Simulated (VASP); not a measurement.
Consider the following.

```
KZnF3
1.0
    3.83712     0.00000     0.00000
    0.00000     3.83712     0.00000
    0.00000     0.00000     3.83712
K Zn F
1 1 3
Cartesian
  0.00000   0.00000   0.00000
  1.91856   1.91856   1.91856
  1.91856   0.00000   1.91856
  0.00000   1.91856   1.91856
  1.91856   1.91856   0.00000
```

Level of theory: PBEsol GGA, VASP's PBE PAW potentials (set 64) (plane waves; VASP 6.6.1). Settings: 620 eV cut-off, 6×6×6 Γ-centred mesh, Gaussian smearing of 0.050 eV, potentials K_sv Zn F.

**Question.** Predict the energy per atom (σ→0), pressure, band gap (on the k-mesh) with the smallest direct gap where there is one.

**Answer.** 
| Quantity | Result |
|---|---|
| band gap (on the k-mesh) | 4.07 eV |
| smallest direct gap (on the k-mesh) | 6.96 eV |
| energy per atom (σ→0) | -400.8 kJ/mol of atoms |
| pressure | 20.19 GPa |

Only differences to runs with the same potentials and settings are physical.

The compound is KZnF3 in the cubic perovskite structure. It was relaxed first under an external pressure of 20 GPa.
